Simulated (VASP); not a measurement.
An input for Quantum ESPRESSO's pw.x (written as the equivalent of a VASP run, and not itself run):

```
&CONTROL
  calculation = 'vc-relax'
  pseudo_dir = './pseudo'
  outdir = './out'
  tprnfor = .true.
  tstress = .true.
  nstep = 40
  forc_conv_thr = 0.00039
/
&SYSTEM
  ibrav = 0
  nat = 3
  ntyp = 2
  ecutwfc = 66
  occupations = 'smearing'
  smearing = 'gaussian'
  degauss = 0.003675
  input_dft = 'pbe'
/
&ELECTRONS
  conv_thr = 7.3e-09
  electron_maxstep = 100
/
&IONS
/
&CELL
  press = 100
/
ATOMIC_SPECIES
  Zr 91.224 Zr.upf
  S 32.060 S.upf
CELL_PARAMETERS angstrom
     1.8413463   -3.1893053    0.0000000
     1.8413463    3.1893053    0.0000000
     0.0000000    0.0000000    6.5466250
ATOMIC_POSITIONS crystal
  Zr   0.0000000  0.0000000  0.0000000
  S    0.3333330  0.6666670  0.2215975
  S    0.6666670  0.3333330  0.7784025
K_POINTS automatic
  8 8 4 0 0 0
```

Q: Translate this input to VASP (INCAR, KPOINTS, POSCAR, choice of POTCAR).

A: Several could match; the one computed here: 
**INCAR**
```
SYSTEM=ZrS2
PREC=Accurate
NELM=100
EDIFFG=-0.01
PSTRESS=100   ! kbar
LWAVE=.FALSE.
IBRION=2
ALGO=Normal
EDIFF=1E-7
LASPH=.TRUE.   ! aspherical one-centre terms
LCHARG=.FALSE.
ISMEAR=0   ! Gaussian
NSW=40
ISIF=3   ! ions, shape and volume
LREAL=.FALSE.   ! projection in real space or not
LMAXMIX=4   ! l cut-off of mixed one-centre charges
GGA=PE
ENCUT=480   ! plane-wave cut-off (eV)
SIGMA=0.05   ! width (eV)
```

File KPOINTS:
```
Automatic mesh
0
Gamma
8 8 4
0 0 0
```

### POSCAR
```
ZrS2
1.0
  1.8413462591  -3.1893052977   0.0000000000
  1.8413462591   3.1893052977   0.0000000000
  0.0000000000   0.0000000000   6.5466249694
Zr S
1 2
Cartesian
  0.0000000000   0.0000000000   0.0000000000
  1.8413462591   1.0631038921   1.4507154740
  1.8413462591  -1.0631038921   5.0959094954
```

POTCAR, in this order: Zr_sv S (PBE.64 set). Program: vasp_std.

What does not carry over: the potentials are each code's own (VASP's PAW set, PseudoDojo norm-conserving files in pw.x), so ENCUT and ecutwfc are chosen apart and not converted; conv_thr bounds pw.x's estimated SCF error, while EDIFF bounds the energy change between steps; forc_conv_thr acts on force components and is met together with etot_conv_thr.

The compound is ZrS2 in the 1T layered structure. This run relaxes it under an external pressure of 10 GPa. Symmetry was kept, so distortions that lower it aren't found.
